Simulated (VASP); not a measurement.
These are rev-vdW-DF2, VASP's PBE PAW potentials (set 64) (plane waves; VASP) values and carry that method's errors.

VASP input:

KPOINTS:
```
Automatic mesh
0
gamma
14 14 14
```

### POSCAR
```
Ta
1
   -1.6500000000     1.6500000000     1.6500000000
    1.6500000000    -1.6500000000     1.6500000000
    1.6500000000     1.6500000000    -1.6500000000
Ta
1
Direct
  0.0000000000   0.0000000000   0.0000000000
```

### INCAR
```
ALGO  =  Normal
LREAL  =  F   # projection in real space or not
SYSTEM  =  Ta
PREC  =  Accurate
LMAXMIX  =  6   # l cut-off of mixed one-centre charges
AGGAC  =  0.0
ISMEAR  =  1   # Methfessel-Paxton
ENCUT  =  520   # plane-wave cut-off (eV)
LCHARG  =  F
LWAVE  =  F
ZAB_VDW  =  -1.8867
PARAM1  =  0.1234568
PARAM2  =  0.7114
ISIF  =  3
IBRION  =  2   # conjugate gradients
EDIFF  =  1E-6   # SCF stop (eV)
LUSE_VDW  =  T
NELM  =  100
EDIFFG  =  -0.01
LASPH  =  T
GGA  =  MK
NSW  =  60   # most ionic steps
SIGMA  =  0.1   # width (eV)
```

POTCAR, in this order: Ta_pv (PBE.64 set). Program: vasp_std.

The run wrote:

OUTCAR:
```
 ion  position               nearest neighbor table
   1  0.000  0.000  0.000-
  LATTYP: Found a body centered cubic cell.
 ALAT       =     3.3000000000
 Subroutine PRICEL returns:
 Original cell was already a primitive cell.
 Subroutine GETGRP returns: Found 48 space group operations
The static configuration has the point symmetry O_h .
The dynamic configuration has the point symmetry O_h .
 Subroutine INISYM returns: Found 48 space group operations
 Subroutine IBZKPT returns following result:
 Found    104 irreducible k-points:

 Following reciprocal coordinates:
            Coordinates               Weight
  0.000000  0.000000  0.000000      1.000000
  0.071429  0.000000  0.000000     12.000000
  0.142857  0.000000  0.000000     12.000000
  0.214286  0.000000  0.000000     12.000000
  0.285714  0.000000  0.000000     12.000000
  0.357143  0.000000  0.000000     12.000000
  0.428571  0.000000  0.000000     12.000000
  0.500000  0.000000  0.000000      6.000000
  0.071429  0.071429  0.000000     24.000000
  0.142857  0.071429  0.000000     48.000000
...
```

OSZICAR:
```
       N       E                     dE             d eps       ncg     rms          rms(c)
DAV:   1     0.491280957634E+02    0.49128E+02   -0.65866E+03  1880   0.117E+03
DAV:   2    -0.930313404365E+01   -0.58431E+02   -0.57724E+02  2425   0.249E+02
DAV:   3    -0.999930131503E+01   -0.69617E+00   -0.66693E+00  2143   0.268E+01
DAV:   4    -0.100050804794E+02   -0.57792E-02   -0.57754E-02  2092   0.184E+00
DAV:   5    -0.100051293381E+02   -0.48859E-04   -0.48857E-04  2101   0.141E-01    0.136E+01
DAV:   6    -0.966722668921E+01    0.33790E+00   -0.37712E-01  1940   0.743E+00    0.659E+00
DAV:   7    -0.956278057251E+01    0.10445E+00   -0.30649E-01  1966   0.637E+00    0.351E-01
DAV:   8    -0.956141117993E+01    0.13694E-02   -0.27538E-03  2031   0.667E-01    0.511E-02
DAV:   9    -0.956142916080E+01   -0.17981E-04   -0.25160E-05  2029   0.601E-02    0.339E-02
DAV:  10    -0.956142655469E+01    0.26061E-05   -0.55429E-06  2063   0.346E-02    0.270E-03
DAV:  11    -0.956142659830E+01   -0.43615E-07   -0.63639E-08   982   0.380E-03
   1 F= -.95614266E+01 E0= -.95615630E+01  d E =-.956143E+01
       N       E                     dE             d eps       ncg     rms          rms(c)
DAV:   1    -0.956189549269E+01   -0.46894E-03   -0.16791E-02  1904   0.189E+00    0.200E-01
DAV:   2    -0.956147906416E+01    0.41643E-03   -0.57494E-04  1912   0.306E-01    0.674E-02
DAV:   3    -0.956138508536E+01    0.93979E-04   -0.30762E-04  1941   0.215E-01    0.272E-02
DAV:   4    -0.956138579125E+01   -0.70589E-06   -0.36875E-06  2121   0.212E-02
   2 F= -.95613858E+01 E0= -.95615221E+01  d E =0.408071E-04
       N       E                     dE             d eps       ncg     rms          rms(c)
DAV:   1    -0.956171450940E+01   -0.32942E-03   -0.93147E-03  1903   0.141E+00    0.149E-01
DAV:   2    -0.956148440669E+01    0.23010E-03   -0.31637E-04  1909   0.227E-01    0.504E-02
DAV:   3    -0.956143256711E+01    0.51840E-04   -0.17088E-04  1942   0.160E-01    0.203E-02
DAV:   4    -0.956143406404E+01   -0.14969E-05   -0.20027E-06  1970   0.156E-02    0.199E-03
DAV:   5    -0.956143406566E+01   -0.16196E-08   -0.19949E-07   962   0.545E-03
   3 F= -.95614341E+01 E0= -.95615706E+01  d E =-.746735E-05
```

**OUTCAR**
```
------------------------ aborting loop because EDIFF is reached ----------------------------------------
  FORCE on cell =-STRESS in cart. coord.  units (eV):
  Direction    XX          YY          ZZ          XY          YZ          ZX
  --------------------------------------------------------------------------------------
  Total        0.0021915      0.0021915      0.0021915     -0.0000000     -0.0000000     -0.0000000
  in kB        0.1952630      0.1952630      0.1952630     -0.0000000     -0.0000000     -0.0000000
  external PRESSURE =       0.1952630 kB  Pullay stress =       0.0000000 kB
  volume of cell :       17.98
      direct lattice vectors                 reciprocal lattice vectors
    -1.650401980  1.650401980  1.650401980     0.000000000  0.302956495  0.302956495
     1.650401980 -1.650401980  1.650401980     0.302956495  0.000000000  0.302956495
     1.650401980  1.650401980 -1.650401980     0.302956495  0.302956495  0.000000000
 POSITION                                       TOTAL-FORCE (eV/Angst)
 -----------------------------------------------------------------------------------
      0.00000      0.00000      0.00000         0.000000     -0.000000     -0.000000
 -----------------------------------------------------------------------------------
    total drift:                               -0.000000     -0.000000      0.000000
  FREE ENERGIE OF THE ION-ELECTRON SYSTEM (eV)
  ---------------------------------------------------
  free  energy   TOTEN  =        -9.5614340657 eV

  energy  without entropy=       -9.5618437841  energy(sigma->0) =       -9.56157064

 reached required accuracy - stopping structural energy minimisation
```
(Selected blocks of OUTCAR.)

CONTCAR:
```
Ta
   1.00000000000000
    -1.6504019800392602    1.6504019800392602    1.6504019800392602
     1.6504019800392602   -1.6504019800392602    1.6504019800392602
     1.6504019800392602    1.6504019800392602   -1.6504019800392602
  Ta
     1
Direct
     0.0000000000000000    0.0000000000000000    0.0000000000000000
```

The compound is Ta in the bcc structure. This run relaxes it. Symmetry was kept, so distortions that lower it aren't found.
